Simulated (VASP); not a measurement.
Input:

```xyz
8
Lattice="3.6261 0.0000 0.0000 -1.8131 3.1403 0.0000 0.0000 0.0000 16.5938" Properties=species:S:1:pos:R:3 pbc="T T T"
Ga     0.0000     2.0935     5.3839
Ga     1.8131     1.0468    11.2098
Ga     1.8131     1.0468    13.6808
Ga     0.0000     2.0935     2.9130
S      0.0000     2.0935    14.7653
S      1.8131     1.0468     1.8285
S      1.8131     1.0468     6.4684
S      0.0000     2.0935    10.1254
```

Calculation: PBE GGA, VASP's PBE PAW potentials (set 64) (plane waves; VASP). Numerical set-up: 400 eV cut-off, 6×6×1 Γ-centred mesh, Gaussian smearing of 0.050 eV, potentials Ga_d S.

Without a dispersion term in the relaxation, distances and binding between the weakly bound layers, chains or molecules are unreliable, and so is what depends on them.

**Question.** Predict the energy per atom (σ→0), band gap (on the k-mesh) with the smallest direct gap where there is one.

**Answer.** 
```json
{
  "band gap (on the k-mesh)": "1.82 eV",
  "smallest direct gap (on the k-mesh)": "1.82 eV",
  "energy per atom (σ→0)": "-4163 meV/atom"
}
```

The absolute energy has meaning only against runs of the same code, potentials and settings.

The structure comes from a computed database's GaS entry (P6_3/mmc); how it stands against other phases isn't given here. It was relaxed first, which changed the volume by +6 %.
